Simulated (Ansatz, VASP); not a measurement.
# Cross-check of WSO between VASP and Ansatz

One calculation is typed for both programs; each brings its own data sets. How far apart do they land? Of the first pair: The structure shown is the start of the Ansatz relaxation below; VASP solves that cell, so the two are compared at the walk's first step.

Program: Ansatz 0.2.0. Level of theory: plane waves, with VASP 6.6.1 beside it; single point at PBEsol. Results are calculated unless marked as measured.

### Step 1. Set-up

The cell holds 3 atoms: 1 W, 1 O and 1 S. Cell: a = 3.672 Å, b = 3.672 Å, c = 33.200 Å, α = 90.0°, β = 90.0°, γ = 120.0°. Vacuum lies along c.

### Step 2. Ansatz: relaxation, PBEsol

Ansatz runs on its PAW soft_1 files.

The two programs are compared at the cell with which this relaxation starts, whose forces are those of its first step.

Input file input.yaml:

```yaml
crystal:
  lattice:
    - [3.6716301, 0.0, 0.0]
    - [-1.83581505, 3.1797249399, 0.0]
    - [0.0, 0.0, 33.2]
  atoms:
    - { symbol: W, position: [0.0, 0.0, 0.5] }
    - { symbol: O, position: [0.3333333333, 0.6666666667, 0.5449374378] }
    - { symbol: S, position: [0.6666666667, 0.3333333333, 0.4550625622] }
  periodic: [true, true, false]
kpoints:
  mp_grid: { grid: [6, 6, 1] }
hamiltonian:
  xc: pbesol
  pseudopotentials: { kind: paw, azcp: { folder: soft_1 }, xc_functional: pbe }
scf:
  occupations: { method: fermi_dirac, width: 0.02 }
relax:
  f_tol: 0.01
  max_steps: 100
  cell: {}
```

The run is started by

```sh
ansatz run input.yaml --threads 4 --pin off --max-ram 17510MiB --backend cpu --events-out ev --progress --plain --runs-dir out
```

Numbers of over 12 decimals in the logs are rounded to 6 here.

What it wrote:

```text
Engine: ansatz 0.2.0, aarch64-unknown-linux-gnu
Pseudopotentials: kind: paw
Pseudopotential: W, paw, valence charge 14, recommended cutoff 420 eV (normal), soft_1/W.paw.azcp
Pseudopotential: O, paw, valence charge 6, recommended cutoff 420 eV (normal), soft_1/O.paw.azcp
Pseudopotential: S, paw, valence charge 6, recommended cutoff 420 eV (normal), soft_1/S.paw.azcp
Functional definition: PBEsol
  exchange = pbesol_x
  correlation = pbesol_c
Crystal: 3 atoms, lattice volume = 387.602 Å³
Basis set: ecut = 420 eV, 7575 PW (Γ), exchange–correlation on 50×50×450 points (8 copies of the dense FFT grid, shifted against one another)
Bands: 17, of which v1, the nominal top of the filled ones, is band 13 counted from 1 (12 counted from 0)
Symmetry: 6 space group operations
Space group: P3m1 (ITA 156), of the structure as read, at distance tolerance 7.3e-5 Å
k-points: 7 of 36 (time reversal used)
Non-local potential: W, projectors of the file, l = 0: 3, l = 1: 2, l = 2: 2, l = 3: 1
Non-local potential: O, projectors of the file, l = 0: 2, l = 1: 2, l = 2: 1
Non-local potential: S, projectors of the file, l = 0: 2, l = 1: 2, l = 2: 1
PAW form: soft (Blöchl's): semilocal exchange-correlation on the pseudo side does not see the compensation charge
PAW frozen core: W, regenerated for the run's functional, and the local potential with it (the file was generated under x = pbe(κ = 0.804, μ = 0.219515), c = pbe(β = 0.066725))
PAW frozen core: O, regenerated for the run's functional, and the local potential with it (the file was generated under x = pbe(κ = 0.804, μ = 0.219515), c = pbe(β = 0.066725))
PAW frozen core: S, regenerated for the run's functional, and the local potential with it (the file was generated under x = pbe(κ = 0.804, μ = 0.219515), c = pbe(β = 0.066725))
PAW one-centre angular grid: W, 590 points (default); XC on 64 Gauss nodes
PAW one-centre angular grid: O, 110 points (default); XC on 64 Gauss nodes
PAW one-centre angular grid: S, 110 points (default); XC on 64 Gauss nodes
Initial density: superposition of atomic densities (neutral atoms: chi_scale 0, normalization atom)
Initial wavefunctions: pseudopotential atomic-orbital guess
Functional: x = pbesol(κ = 0.804, μ = 0.123457), c = pbesol(β = 0.046)
SCF iter   1: F=—  HF=-11701.974974 eV  |F-HF|=—  |Δ(HF+E_count)|=         —  Δρ=4.74e-2  dr2=1.65e1  ethr=3.10e-3  ⟨swp⟩=14.9  Hψ=1083  notcnv=0
preconditioner: auto → LDOS  [insulator: Δε(μ)=0.176 eV  Ē_g=6.716 eV  σ=0.020 eV  W_gap=0.83  n_scr=18 (ndim 8)  ℏωp=7.5 eV  f_vac=0.802  D(μ)=2.33/eV (n_scr^D=10)  ε∞_Penn≈2.3  β→1.0]
SCF iter   2: F=—  HF=-11706.442531 eV  |F-HF|=—  |Δ(HF+E_count)|=    4.47e0  Δρ=1.28e-1  dr2=1.39e2  ethr=3.10e-3  ⟨swp⟩=6.1  Hψ=488  notcnv=0  recentre
SCF iter   3: F=—  HF=-11700.243961 eV  |F-HF|=—  |Δ(HF+E_count)|=    6.20e0  Δρ=2.85e-2  dr2=7.28e0  ethr=3.10e-3  ⟨swp⟩=5.3  Hψ=416  notcnv=0
SCF iter   4: F=—  HF=-11699.272197 eV  |F-HF|=—  |Δ(HF+E_count)|=   9.72e-1  Δρ=7.95e-3  dr2=4.59e-1  ethr=3.10e-3  ⟨swp⟩=4.0  Hψ=323  notcnv=0
SCF iter   5: F=—  HF=-11699.228859 eV  |F-HF|=—  |Δ(HF+E_count)|=   4.33e-2  Δρ=1.67e-3  dr2=1.29e-2  ethr=1.77e-3  ⟨swp⟩=2.4  Hψ=216  notcnv=0
SCF iter   6: F=—  HF=-11699.232144 eV  |F-HF|=—  |Δ(HF+E_count)|=   3.29e-3  Δρ=7.92e-4  dr2=1.95e-3  ethr=4.97e-5  ⟨swp⟩=3.1  Hψ=304  notcnv=0
SCF iter   7: F=—  HF=-11699.231725 eV  |F-HF|=—  |Δ(HF+E_count)|=   4.19e-4  Δρ=1.77e-4  dr2=3.49e-4  ethr=7.51e-6  ⟨swp⟩=3.7  Hψ=303  notcnv=0
SCF iter   8: F=—  HF=-11699.231731 eV  |F-HF|=—  |Δ(HF+E_count)|=   5.84e-6  Δρ=1.21e-4  dr2=1.59e-4  ethr=1.34e-6  ⟨swp⟩=3.0  Hψ=203  notcnv=0
SCF iter   9: F=—  HF=-11699.231706 eV  |F-HF|=—  |Δ(HF+E_count)|=   2.52e-5  Δρ=2.53e-5  dr2=6.64e-6  ethr=6.11e-7  ⟨swp⟩=2.3  Hψ=167  notcnv=0
SCF iter  10: F=—  HF=-11699.231692 eV  |F-HF|=—  |Δ(HF+E_count)|=   1.40e-5  Δρ=1.13e-5  dr2=1.22e-6  ethr=2.55e-8  ⟨swp⟩=3.3  Hψ=245  notcnv=0
SCF iter  11: F=-11699.231692 eV  HF=-11699.231692 eV  |F-HF|=5.29e-8  |Δ(HF+E_count)|=   6.94e-8  Δρ=1.65e-6  dr2=1.07e-8  ethr=3.85e-10  ⟨swp⟩=6.0  Hψ=703  notcnv=0
SCF 1 converged in 11 iterations: F = -11699.231692 eV  dr2 = 1.07e-8
  greatest PAW one-centre occupation: 0.999 electrons in one spin orbital (limit 2), on the W atom at site 0 (counted from 0), in its partial waves of l = 0
relax step   1: F+E_penalty+E_count = -11699.23169180 eV  Δ(F+E_penalty+E_count) = +0.000e0 eV  max|allowed force component| = 4.433e0 eV/Å  Δτ_max = 0.0000 Å  P = -20.170 N/m  Ω = 387.602 Å³  fix = [c, alpha, beta]  reactions: c -0.000 N/m  (11 SCF iters, dr2 threshold 1.00e-7 eV, accepted)
[...]
relax step  10: F+E_penalty+E_count = -11703.97844133 eV  Δ(F+E_penalty+E_count) = +5.590e-3 eV  max|allowed force component| = 1.698e-3 eV/Å  Δτ_max = 0.0000 Å  P = -0.115 N/m  Ω = 260.280 Å³  fix = [c, alpha, beta]  reactions: c -0.000 N/m  stress off target by 1.15e-1 N/m on what of the cell is left free  SCF on the basis re-selected at this cell (its energy is not comparable with the rows above)  (10 SCF iters)
[...]
relax step  11: F+E_penalty+E_count = -11703.97858920 eV  Δ(F+E_penalty+E_count) = -1.479e-4 eV  max|allowed force component| = 9.653e-3 eV/Å  Δτ_max = 0.0020 Å  P = +0.027 N/m  Ω = 259.776 Å³  energy of the carried Pulay correction = +1.170e-4 eV  fix = [c, alpha, beta]  reactions: c +0.000 N/m  (6 SCF iters, dr2 threshold 1.97e-8 eV, accepted)
[...]
relax step  12: F+E_penalty+E_count = -11703.97849521 eV  Δ(F+E_penalty+E_count) = +9.399e-5 eV  max|allowed force component| = 9.692e-3 eV/Å  Δτ_max = 0.0000 Å  P = +0.024 N/m  Ω = 259.776 Å³  fix = [c, alpha, beta]  reactions: c +0.000 N/m  stress off target by 2.43e-2 N/m on what of the cell is left free  SCF on the basis re-selected at this cell (its energy is not comparable with the rows above)  (8 SCF iters)
basis re-selected at this cell: Δ(F+E_penalty+E_count) = +9.399e-5 eV, ΔP = -0.002 N/m vs the last step (what re-selecting the basis moved, of the pressure what is left beyond the Pulay correction that the steps carried, after the strain that the cell walked since its last selection, with what the two solves' SCF thresholds leave and, on support functions, any second-order correction that the steps lacked; it is no m [...]
SCF converged after 8 iterations
Free energy (F): -11703.978495 eV
Harris-Foulkes:  -11703.978495 eV  (|F-HF|=3.64e-11)
Internal energy: -11703.978495 eV  (E = F + TS)
E sigma→0 (E₀):  -11703.978495 eV
Fermi energy:    -5.203563 eV
--- Per-component energies (eV) ---
  E_band       = -655.863897
  E_kinetic    = 695.928024
  E_local      = -56497.492773  (includes V_loc(G=0)·N_el)
  E_nonlocal   = 64.799324
  E_hartree    = 27850.621087
  E_xc         = -424.369134
  E_vxc        = -404.078297  (∫ρ·V_xc dr)
  E_paw        = -9199.770427  (= ΣΔE_a)
  E_vpaw       = -216.263280  (= ΣTr[D̂ρ^β])
  E_aug_tail   = 0.000912  (compensation charges beyond the density's cutoff)
  E_ewald      = 25805.985396
  E_core_change = 0.319095  (= ΣΔE_core)
  E_smearing   = -0.000000  (= −TS)
  E_closure    = -0.000000  (closes the sum)
  Σ components = -11703.978495   (vs F -11703.978495, Δ=0.00e0)
--- Forces (eV/Å), atoms counted from 1 ---
  atom   1  W      0.00000000    -0.00000000     0.00969196
  atom   2  O     -0.00000000     0.00000000    -0.00938802
  atom   3  S     -0.00000000     0.00000000    -0.00030397
  max |Σ_I F_I| component: 3.26e-8 eV/Å
--- 2D stress c σ (N/m, compression-positive) ---
        0.024297       0.000000      -0.000000
        0.000000       0.024297       0.000000
       -0.000000       0.000000       0.000000
  P = ½ c Tr σ = 0.0243 N/m
--- Relaxed structure (10 steps of the walk, 10 accepted, 2 SCFs on fresh bases) ---
  F+E_penalty+E_count = -11703.97849521 eV   max|allowed force component| = 9.692e-3 eV/Å   (the final SCF, on the basis selected at the relaxed cell)
  cell:  # Å, volume = 259.7759 Å³
    - [3.005835, 0, 0]
    - [-1.502917, 2.603129, 0]
    - [0, 0, 33.2]
  atoms:
    - { symbol: W, position: [1.0120932521241569e-18, 2.024186504248314e-18, 0.505239] }
    - { symbol: O, position: [0.333333, 0.666667, 0.539003] }
    - { symbol: S, position: [0.666667, 0.333333, 0.455758] }
```

Reading the cycles: dr2 is the Hartree energy of the density residual (eV), the measure of convergence; HF is the Harris–Foulkes estimate of the energy, which meets the free energy F at convergence.

### Step 3. VASP: single point, PBEsol, start cell, pair 1

The same cell, functional, mesh and smearing now go to VASP, with its own data sets.

Lines of VASP's logs that name or quote its potential files are left out, and so is its time.

Input file INCAR:

```
SYSTEM = WSO
PREC = Accurate
ENCUT = 520
EDIFF = 1E-06
NELM = 120
ISMEAR = -1
SIGMA = 0.02
LREAL = .FALSE.
ALGO = Normal
GGA = PS
NBANDS = 15
LASPH = .TRUE.
LORBIT = 11
LWAVE = .FALSE.
LCHARG = .FALSE.
ISIF = 2
LDIPOL = .TRUE.
IDIPOL = 3
DIPOL = 0.5 0.5 0.5
LVHAR = .TRUE.
GGA_COMPAT = .FALSE.
NELMDL = -8
```

Input file POSCAR:

```
WSO
1.0
    3.6716300000      0.0000000000      0.0000000000
   -1.8358150000      3.1797250000      0.0000000000
    0.0000000000      0.0000000000     33.2000000000
W O S
1 1 1
Direct
    0.0000000000      0.0000000000      0.5000000000
    0.3333333333      0.6666666667      0.5449374398
    0.6666666667      0.3333333333      0.4550625602
```

Input file KPOINTS:

```
Automatic mesh
0
Gamma
6 6 1
0 0 0
```

PAW data sets: W, O and S (PBE family, release 64).

The run is started by

```sh
mpirun -np 1 vasp_std
```

What it wrote:

```text
[banner, memory and clock lines left out]
running    1 mpi-ranks, on    1 nodes
 distrk:  each k-point on    1 cores,    1 groups
 distr:  one band on    1 cores,    1 groups

 POSCAR found type information on POSCAR W O S
 POSCAR found :  3 types and       3 ions
|                                                                             |
|               ----> ADVICE to this user running VASP <----                  |
|                                                                             |
|     You enforced a specific xc type in the INCAR file but a different       |
|     [... a line on the potential file left out ...]
|     I HOPE YOU KNOW WHAT YOU ARE DOING!                                     |
|                                                                             |

 LDA part: xc-table for (Slater+PW92), standard interpolation
 POSCAR, INCAR and KPOINTS ok, starting setup
 FFT: planning ... GRIDC
 FFT: planning ... GRID_SOFT
 FFT: planning ... GRID
 WAVECAR not read
 entering main loop
       N       E                     dE             d eps       ncg     rms          rms(c)
DAV:   1     0.139406975577E+03    0.13941E+03   -0.52700E+03   218   0.804E+02
DAV:   2    -0.143780975369E+01   -0.14084E+03   -0.13533E+03   412   0.148E+02
DAV:   3    -0.262241099769E+02   -0.24786E+02   -0.24399E+02   294   0.846E+01
DAV:   4    -0.269591419076E+02   -0.73503E+00   -0.72955E+00   303   0.172E+01
DAV:   5    -0.269684756152E+02   -0.93337E-02   -0.93312E-02   280   0.173E+00
DAV:   6    -0.269687784344E+02   -0.30282E-03   -0.30282E-03   282   0.309E-01
DAV:   7    -0.269687893787E+02   -0.10944E-04   -0.10944E-04   287   0.539E-02
DAV:   8    -0.269687898953E+02   -0.51656E-06   -0.51644E-06   264   0.118E-02    0.155E+01
DAV:   9    -0.256465112991E+02    0.13223E+01   -0.21622E+01   266   0.381E+01    0.191E+01
DAV:  10    -0.231354255781E+02    0.25111E+01   -0.24629E+01   296   0.265E+01    0.734E+00
DAV:  11    -0.218755756188E+02    0.12598E+01   -0.21689E+00   299   0.143E+01    0.189E+00
DAV:  12    -0.218854441959E+02   -0.98686E-02   -0.58013E-01   259   0.501E+00    0.250E+00
DAV:  13    -0.218345046741E+02    0.50940E-01   -0.69126E-02   273   0.189E+00    0.120E+00
DAV:  14    -0.218221190325E+02    0.12386E-01   -0.37662E-02   273   0.118E+00    0.395E-01
[...]
DAV:  21    -0.218223977075E+02   -0.57591E-04   -0.12237E-05   259   0.180E-02    0.724E-03
DAV:  22    -0.218224244434E+02   -0.26736E-04   -0.78854E-06   275   0.168E-02    0.523E-03
DAV:  23    -0.218224346696E+02   -0.10226E-04   -0.15721E-06   236   0.739E-03    0.313E-03
DAV:  24    -0.218224453416E+02   -0.10672E-04   -0.13134E-06   190   0.824E-03    0.347E-03
DAV:  25    -0.218224503794E+02   -0.50378E-05   -0.57796E-07   217   0.554E-03    0.786E-04
DAV:  26    -0.218224532205E+02   -0.28411E-05   -0.14291E-07   231   0.192E-03    0.117E-03
DAV:  27    -0.218224557851E+02   -0.25646E-05   -0.12362E-07   224   0.188E-03    0.306E-04
DAV:  28    -0.218224564841E+02   -0.69906E-06   -0.25269E-08   231   0.888E-04
   1 F= -.21822456E+02 E0= -.21820742E+02  d E =-.342817E-02
```

OUTCAR, selected parts (step 3):

```text
ion  position               nearest neighbor table
   1  0.000  0.000  0.500-   2 2.59   3 2.59   3 2.59   2 2.59   3 2.59   2 2.59
   2  0.333  0.667  0.545-   1 2.59   1 2.59   1 2.59
   3  0.667  0.333  0.455-   1 2.59   1 2.59   1 2.59

  LATTYP: Found a hexagonal cell.
 ALAT       =     3.6716300000
 C/A-ratio  =     9.0423054611

 Subroutine GETGRP returns: Found  6 space group operations
 (whereof  6 operations were pure point group operations)

The static configuration has the point symmetry C_3v.

 Found      7 irreducible k-points:

   k-points           NKPTS =      7   k-points in BZ     NKDIM =      7   number of bands    NBANDS=     15

   dimension x,y,z NGX =    28 NGY =   28 NGZ =  250
   dimension x,y,z NGXF=    56 NGYF=   56 NGZF=  500

   ENCUT  =  520.0 eV  38.22 Ry    6.18 a.u.   6.83  6.83 61.73*2*pi/ulx,y,z

   NELECT =      18.0000    total number of electrons

 k-points in reciprocal lattice and weights: Automatic mesh
   0.00000000  0.00000000  0.00000000       0.028
   0.16666667  0.00000000  0.00000000       0.167
   0.33333333 -0.00000000  0.00000000       0.167
   0.50000000 -0.00000000  0.00000000       0.083
   0.16666667  0.16666667  0.00000000       0.167
   0.33333333  0.16666667  0.00000000       0.333
   0.33333333  0.33333333  0.00000000       0.056

 dipolmoment           0.000000      0.000000      0.155453 electrons x Angstroem

 average (electrostatic) potential at core
       1 -52.1595       2 -79.9216       3 -97.0929

 E-fermi :  -5.0983

 k-point     1 :       0.0000    0.0000    0.0000
  band No.  band energies     occupation
    ...
      6      -6.6758      2.00000
      7      -6.3354      2.00000
      8      -6.3354      2.00000
      9      -5.5166      2.00000
     10      -5.5166      2.00000
     11      -4.9455      0.00096
     12      -2.6686      0.00000
     13      -2.6686      0.00000
     14      -2.4030      0.00000
     15      -0.0160      0.00000

 k-point     2 :       0.1667    0.0000    0.0000
  band No.  band energies     occupation
    ...
      5      -8.4631      2.00000
      6      -7.2796      2.00000
      7      -6.7522      2.00000
      8      -6.5564      2.00000
      9      -5.5213      2.00000
     10      -5.0643      0.30812
     11      -4.6339      0.00000
     12      -3.0681      0.00000
     13      -2.6567      0.00000
     14      -1.6261      0.00000
    ...

 k-point     3 :       0.3333   -0.0000    0.0000
  band No.  band energies     occupation
    ...
      5      -8.4160      2.00000
      6      -7.7796      2.00000
      7      -6.9510      2.00000
      8      -6.8734      2.00000
      9      -5.7511      2.00000
     10      -4.6552      0.00000
     11      -4.3906      0.00000
     12      -2.9693      0.00000
     13      -2.5657      0.00000
     14      -0.5115      0.00000
    ...

  Total      -14.8755945    -14.8755959    -10.5356407      0.0000000      0.0000000     -0.0000000
  in kB      -61.4891316    -61.4891373    -43.5496813      0.0000000      0.0000000     -0.0000000
  external PRESSURE =     -55.5093167 kB  Pullay stress =       0.0000000 kB

  energy-cutoff  :      520.00
  volume of cell :      387.60
      direct lattice vectors                 reciprocal lattice vectors
     3.671630000  0.000000000  0.000000000     0.272358598  0.157246303  0.000000000
    -1.835815000  3.179725000  0.000000000     0.000000000  0.314492605  0.000000000
     0.000000000  0.000000000 33.200000000     0.000000000  0.000000000  0.030120482

 POSITION                                       TOTAL-FORCE (eV/Angst)
 -----------------------------------------------------------------------------------
      0.00000      0.00000     16.60000        -0.000000      0.000000      1.833762
     -0.00000      2.11982     18.09192         0.000000     -0.000000     -4.436496
      1.83582      1.05991     15.10808        -0.000000      0.000000      2.602734
 -----------------------------------------------------------------------------------
    total drift:                                0.000000     -0.000001     -0.000038

  FREE ENERGIE OF THE ION-ELECTRON SYSTEM (eV)
  ---------------------------------------------------
  free  energy   TOTEN  =       -21.8224564841 eV

  energy  without entropy=      -21.8190283111  energy(sigma->0) =      -21.82074240

 vacuum level on the upper side and lower side of the slab         2.588         0.180

 total charge
# of ion       s       p       d       tot
------------------------------------------
    1        0.435   0.346   3.520   4.301
    2        1.594   3.093   0.000   4.687
    3        1.350   2.230   0.000   3.580
--------------------------------------------------
tot          3.379   5.669   3.520  12.569

[... 3 further parts left out ...]
```

This run has no spin polarisation, so a moment on W, if there is one, isn't seen. The data set W keeps the semicore shell frozen, which is cheaper and a little less accurate.

### Step 4. Side by side

Known differences besides the potentials themselves: Ansatz cuts the interaction across the vacuum, VASP repeats the sheet with a dipole correction; the data sets hold 26 valence electrons in Ansatz (on its PAW soft_1 files) and 18 in VASP; the cutoff is 420 eV in Ansatz and 520 eV in VASP; Ansatz makes its cores anew for this functional, VASP keeps those of its PBE data sets. Total energies have different zeros and are not compared.

Forces (eV/Å; atoms numbered as in POSCAR):

```csv
atom,"Ansatz x, y, z","VASP x, y, z"
W1,"0.000, 0.000, 1.892","0.000, 0.000, 1.834"
O2,"0.000, 0.000, -4.433","0.000, 0.000, -4.436"
S3,"0.000, 0.000, 2.542","0.000, 0.000, 2.603"
```

The forces differ by 28 meV/Å r.m.s., which is 1.5 % of the r.m.s. force of 1.820 eV/Å (both taken over all components). With vacuum in the cell, a pressure given here is an average over mostly empty space and none of the material.

(Continued in part 2 of 2.)

[Lines on the potential files, build, host, timing and source positions are cut from VASP's logs without a mark.]

[Logs are printed without paths, hosts, clocks, repeated set-up lines and the standing remarks that a program may print on its own settings, such as how far it seeks lower states.]

[Hosts, paths, dates, database ids (printed as entryN), source tags and the programs' standing remarks are cut or masked in the printed files.]
